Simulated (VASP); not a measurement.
# TaF3 (Pm-3m) in VASP: single point with PBEsol+U

Aim: the single point of TaF3 with PBEsol+U.

Program: VASP 6.6.1. These are calculated values, not measurements. Logs are shortened: lines on timing, memory, paths and dates and some standing lists are left out, and cuts for length are marked.

### Step 1. Starting point

Symmetry: Pm-3m, No. 221, cubic system. The conventional cell has a = 3.901 Å, b = 3.901 Å, c = 3.901 Å, α = 90.00°, β = 90.00°, γ = 90.00°. Around Ta (site symmetry m-3m) lie 6 F at 1.95 Å. F (site symmetry 4/mmm) is surrounded by 2 Ta at 1.95 Å.

### Step 2. Single point, PBEsol+U

File INCAR:

```
PREC = Accurate
ENCUT = 520
EDIFF = 1E-7
ISMEAR = 0
SIGMA = 0.05
LREAL = F
LASPH = T
NELM = 150
ALGO = Fast
ISIF = 2
LWAVE = F
LCHARG = T
LMAXMIX = 4
LDAU = T
LDAUTYPE = 1
LDAUL = 2 -1
LDAUU = 2 0
LDAUJ = 0.5 0
LDAUPRINT = 1
GGA = PS
LELF = T
LVHAR = T
NBANDS = 24
```

File KPOINTS:

```
Automatic mesh
0
Gamma
  5 5 5
```

File POSCAR:

```
TaF3
1.0
    3.9012005900      0.0000000000      0.0000000000
    0.0000000000      3.9012005900      0.0000000000
    0.0000000000      0.0000000000      3.9012005900
Ta F
1 3
Direct
    0.0000000000      0.0000000000      0.0000000000
    0.5000000000      0.0000000000      0.0000000000
    0.0000000000      0.5000000000      0.0000000000
    0.0000000000      0.0000000000      0.5000000000
```

Potentials or basis: VASP PAW PBE potentials, release 64 (Ta_pv, F).

Started as:

```sh
> cat potpaw_PBE.64/Ta_pv/POTCAR potpaw_PBE.64/F/POTCAR > POTCAR
> mpirun -np 1 vasp_std > vasp.out
```

OUTCAR:

```text
PREC = Accurate
   ENCUT = 520
   EDIFF = 1E-7
   ISMEAR = 0
   LREAL = F
   LASPH = T
   NELM = 150
   ISIF = 2
   GGA = PS

 ion  position               nearest neighbor table
   1  0.000  0.000  0.000-   2 1.95   3 1.95   4 1.95   4 1.95   3 1.95   2 1.95
   2  0.500  0.000  0.000-   1 1.95   1 1.95
   3  0.000  0.500  0.000-   1 1.95   1 1.95
   4  0.000  0.000  0.500-   1 1.95   1 1.95

  LATTYP: Found a simple cubic cell.
 ALAT       =     3.9012005900

  Lattice vectors:

 A1 = (   3.9012005900,   0.0000000000,   0.0000000000)
 A2 = (   0.0000000000,   3.9012005900,   0.0000000000)
 A3 = (   0.0000000000,   0.0000000000,   3.9012005900)

Analysis of symmetry for initial positions (statically):
=====================================================================
 Subroutine PRICEL returns:
 Original cell was already a primitive cell.

 Routine SETGRP: Setting up the symmetry group for a
 simple cubic supercell.

 Subroutine GETGRP returns: Found 48 space group operations
 (whereof 48 operations were pure point group operations)
 out of a pool of 48 trial point group operations.

The static configuration has the point symmetry O_h .

Analysis of symmetry for dynamics (positions and initial velocities):
=====================================================================
 Subroutine PRICEL returns:
 Original cell was already a primitive cell.

 Routine SETGRP: Setting up the symmetry group for a
 simple cubic supercell.

 Subroutine GETGRP returns: Found 48 space group operations
 (whereof 48 operations were pure point group operations)
 out of a pool of 48 trial point group operations.

The dynamic configuration has the point symmetry O_h .

 Subroutine INISYM returns: Found 48 space group operations
 (whereof 48 operations are pure point group operations),
 and found     1 'primitive' translations

----------------------------------------------------------------------------------------

                                     Primitive cell

  volume of cell :      59.3738

  direct lattice vectors                    reciprocal lattice vectors
     3.901200590  0.000000000  0.000000000     0.256331346  0.000000000  0.000000000
     0.000000000  3.901200590  0.000000000     0.000000000  0.256331346  0.000000000
     0.000000000  0.000000000  3.901200590     0.000000000  0.000000000  0.256331346

  length of vectors
     3.901200590  3.901200590  3.901200590     0.256331346  0.256331346  0.256331346

  position of ions in fractional coordinates (direct lattice)
     0.000000000  0.000000000  0.000000000
     0.500000000  0.000000000  0.000000000
     0.000000000  0.500000000  0.000000000
     0.000000000  0.000000000  0.500000000

  ion indices of the primitive-cell ions
   primitive index   ion index
                 1           1
                 2           2
                 3           3
                 4           4

----------------------------------------------------------------------------------------

 KPOINTS: Automatic mesh

Automatic generation of k-mesh.
 Grid dimensions read from file:
[... 31 lines left out ...]
  0.400000  0.400000  0.400000      8.000000
   k-points           NKPTS =     10   k-points in BZ     NKDIM =     10   number of bands    NBANDS=     24
   number of dos      NEDOS =    301   number of ions     NIONS =      4
   total plane-waves  NPLWV =  27000
   dimension x,y,z NGX =    30 NGY =   30 NGZ =   30
   dimension x,y,z NGXF=    60 NGYF=   60 NGZF=   60
   ions per type =               1   3
   NGX,Y,Z   is equivalent  to a cutoff of  12.78, 12.78, 12.78 a.u.
   NGXF,Y,Z  is equivalent  to a cutoff of  25.57, 25.57, 25.57 a.u.
 SYSTEM =  unknown system
   PREC   = accura    normal or accurate (medium, high low for compatibility)
   ISTART =      0    job   : 0-new  1-cont  2-samecut
   ICHARG =      2    charge: 1-file 2-atom 10-const
   ISPIN  =      1    spin polarized calculation?
   LNONCOLLINEAR =      F non collinear calculations
   LSORBIT =      F    spin-orbit coupling
   LASPH  =      T    aspherical Exc in radial PAW
   ENCUT  =  520.0 eV  38.22 Ry    6.18 a.u.   7.25  7.25  7.25*2*pi/ulx,y,z
   NELM   =    150;   NELMIN=  2; NELMDL= -5     # of ELM steps
   EDIFF  = 0.1E-06   stopping-criterion for ELM
   LREAL  =      F    real-space projection
   EDIFFG = 0.1E-05   stopping-criterion for IOM
   NSW    =      0    number of steps for IOM
   IBRION =     -1    ionic relax: 0-MD 1-quasi-New 2-CG
   NFREE  =      0    steps in history (QN), initial steepest desc. (CG)
   ISIF   =      2    stress and relaxation
   ISYM   =      2    0-nonsym 1-usesym 2-fastsym
   POTIM  = 0.5000    time-step for ionic-motion
   TEBEG  =    0.0;   TEEND  =   0.0 temperature during run
   PSTRESS=    0.0 pullay stress
   NELECT =      32.0000    total number of electrons
   NUPDOWN=      -1.0000    fix difference up-down
   EMIN   =  10.00;   EMAX   =-10.00  energy-range for DOS
   EFERMI =   0.00;   METHOD = LEGACY
   ISMEAR =     0;   SIGMA  =   0.05  broadening in eV -4-tet -1-fermi 0-gaus
   EFERMI_NEDOS =   21; number of points for ismear=-14 and -15
   IALGO  =     68    algorithm
   IMIX   =      4    mixing-type and parameters
     AMIX     =   0.40;   BMIX     =  1.00
     AMIX_MAG =   1.60;   BMIX_MAG =  1.00
  volume/ion in A,a.u.               =      14.84       100.17
  Fermi-wavevector in a.u.,A,eV,Ry     =   1.332273  2.517631 24.149677  1.774951
  Thomas-Fermi vector in A             =   2.461220
   LORBIT       =      0    0 simple, 1 ext, 2 COOP (PROOUT), +10 PAW based schemes
 LDA+U is selected, type is set to LDAUTYPE =  1
   angular momentum for each species LDAUL =     2   -1
   U (eV)           for each species LDAUU =   2.0  0.0
   J (eV)           for each species LDAUJ =   0.5  0.0
   GGA     = PS    functional components
   LHFCALC =     F    Hartree Fock is set to
   AEXX    =    0.0000 exact exchange contribution
   IVDW    =     0    specifies the selected vdW correction
   LEPSILON=     F    determine dielectric tensor
   LRPA    =     F    only Hartree local field effects (RPA)
 non-spin polarized calculation
 RMM-DIIS sequential band-by-band and
 Gauss-broadening in eV      SIGMA  =   0.05
  energy-cutoff  :      520.00
  volume of cell :       59.37
 maximum number of plane-waves:      1611
 NGX is ok and might be reduce to    30
   NGX = 15   NGY = 15   NGZ = 15

atom =   1  type =  1  l = 2

 onsite density matrix

spin component  1

  0.3110 -0.0000 -0.0000  0.0000  0.0000
 -0.0000  0.3110 -0.0000  0.0000 -0.0000
 -0.0000 -0.0000  0.1940 -0.0000  0.0000
  0.0000  0.0000 -0.0000  0.3110  0.0000
  0.0000 -0.0000  0.0000  0.0000  0.1940

spin component  2

  0.3110 -0.0000 -0.0000  0.0000  0.0000
 -0.0000  0.3110 -0.0000  0.0000 -0.0000
 -0.0000 -0.0000  0.1940 -0.0000  0.0000
  0.0000  0.0000 -0.0000  0.3110  0.0000
  0.0000 -0.0000  0.0000  0.0000  0.1940

 occupancies and eigenvectors

  o =  0.1940  v =  0.0000 -0.0000 -1.0000  0.0000  0.0054  0.0000  0.0000  0.0000  0.0000  0.0000      0.0000  0.0000  0.0000  0.0000  0.0000  0.0000  0.0000  0.0000  0.0000  0.0000
  o =  0.1940  v =  0.0000  0.0000  0.0000  0.0000  0.0000  0.0000 -0.0000 -1.0000  0.0000  0.0054      0.0000  0.0000  0.0000  0.0000  0.0000  0.0000  0.0000  0.0000  0.0000  0.0000
  o =  0.1940  v =  0.0000 -0.0000 -0.0054  0.0000 -1.0000  0.0000  0.0000  0.0000  0.0000  0.0000      0.0000  0.0000  0.0000  0.0000  0.0000  0.0000  0.0000  0.0000  0.0000  0.0000
  o =  0.1940  v =  0.0000  0.0000  0.0000  0.0000  0.0000  0.0000 -0.0000 -0.0054  0.0000 -1.0000      0.0000  0.0000  0.0000  0.0000  0.0000  0.0000  0.0000  0.0000  0.0000  0.0000
  o =  0.3110  v =  0.0000  0.0000  0.0000  0.0000  0.0000  1.0000  0.0000  0.0000  0.0000  0.0000      0.0000  0.0000  0.0000  0.0000  0.0000  0.0000  0.0000  0.0000  0.0000  0.0000
  o =  0.3110  v =  1.0000  0.0000  0.0000  0.0000  0.0000  0.0000  0.0000  0.0000  0.0000  0.0000      0.0000  0.0000  0.0000  0.0000  0.0000  0.0000  0.0000  0.0000  0.0000  0.0000
  o =  0.3110  v =  0.0000  0.0000  0.0000  0.0000  0.0000  0.0000  0.5938  0.0000  0.8046  0.0000      0.0000  0.0000  0.0000  0.0000  0.0000  0.0000  0.0000  0.0000  0.0000  0.0000
  o =  0.3110  v =  0.0000  0.5938  0.0000  0.8046  0.0000  0.0000  0.0000  0.0000  0.0000  0.0000      0.0000  0.0000  0.0000  0.0000  0.0000  0.0000  0.0000  0.0000  0.0000  0.0000
  o =  0.3110  v =  0.0000  0.8046 -0.0000 -0.5938  0.0000  0.0000  0.0000  0.0000  0.0000  0.0000      0.0000  0.0000  0.0000  0.0000  0.0000  0.0000  0.0000  0.0000  0.0000  0.0000
  o =  0.3110  v =  0.0000  0.0000  0.0000  0.0000  0.0000  0.0000  0.8046 -0.0000 -0.5938  0.0000      0.0000  0.0000  0.0000  0.0000  0.0000  0.0000  0.0000  0.0000  0.0000  0.0000

 number of electron      32.0000001 magnetization

 Free energy of the ion-electron system (eV)
  ---------------------------------------------------
  ext. energy  EPLUGINS =         0.00000000
  ---------------------------------------------------
  free energy    TOTEN  =       -25.96171003 eV

  energy without entropy =      -25.95440132  energy(sigma->0) =      -25.95805567

 E-fermi :   4.8876     XC(G=0):  -9.1709

 val. band max:        4.8757188534   @ k =   0.4000   0.2000   0.2000
 cond. band min:       4.9639105834   @ k =   0.2000   0.0000   0.0000
 fundamental gap:      0.0881917300
 Fermi energy:         4.8876441116

 k-point     1 :       0.0000    0.0000    0.0000
  band No.  band energies     occupation
      1     -32.2217      2.00000
      2     -32.2217      2.00000
      3     -32.2217      2.00000
      4     -24.0793      2.00000
      5     -23.7079      2.00000
      6     -23.7079      2.00000
[... 259 lines left out ...]
     23      12.4147      0.00000
     24      12.4147      0.00000

------------------------ aborting loop because EDIFF is reached ----------------------------------------

  FORCE on cell =-STRESS in cart. coord.  units (eV):
  Direction    XX          YY          ZZ          XY          YZ          ZX
  --------------------------------------------------------------------------------------
  -------------------------------------------------------------------------------------
  Total        8.5314752      8.5314752      8.5314752      0.0000000      0.0000000     -0.0000000
  in kB      230.2183141    230.2183141    230.2183141      0.0000000      0.0000000     -0.0000000
  external PRESSURE =     230.2183141 kB  Pullay stress =       0.0000000 kB

 VOLUME and BASIS-vectors are now :
 -----------------------------------------------------------------------------
  energy-cutoff  :      520.00
  volume of cell :       59.37
      direct lattice vectors                 reciprocal lattice vectors
     3.901200590  0.000000000  0.000000000     0.256331346  0.000000000  0.000000000
     0.000000000  3.901200590  0.000000000     0.000000000  0.256331346  0.000000000
     0.000000000  0.000000000  3.901200590     0.000000000  0.000000000  0.256331346

 POSITION                                       TOTAL-FORCE (eV/Angst)
 -----------------------------------------------------------------------------------
      0.00000      0.00000      0.00000         0.000000      0.000000      0.000000
      1.95060      0.00000      0.00000         0.000000      0.000000      0.000000
      0.00000      1.95060      0.00000         0.000000      0.000000      0.000000
      0.00000      0.00000      1.95060         0.000000      0.000000      0.000000
 -----------------------------------------------------------------------------------
    total drift:                                0.000000      0.000000      0.000000

  FREE ENERGIE OF THE ION-ELECTRON SYSTEM (eV)
  ---------------------------------------------------
  free  energy   TOTEN  =       -25.9617100275 eV

  energy  without entropy=      -25.9544013206  energy(sigma->0) =      -25.95805567
```

Run time: 13 s. Hardware: 1 thread of AMD EPYC 9R45 (Zen 5), shared host; peak memory 0.14 GiB.

Results:

```yaml
Free_energy: -25.9617 eV
Pressure: 23.0 GPa
Band_gap_on_the_k_mesh: none (metal or under the smearing width)
```

Eigenvalues of the final occupation matrices:
```
    site  spin  trace               eigenvalues
site 1 d     1   1.32  0.19 0.19 0.31 0.31 0.31
site 1 d     2   1.32  0.19 0.19 0.31 0.31 0.31
```

Caveat: the PAW data sets were made with another functional, which shifts forces and pressure a little; U without spin polarisation on a metal has little footing. Spin-orbit coupling is left out, which matters for the levels of Ta.
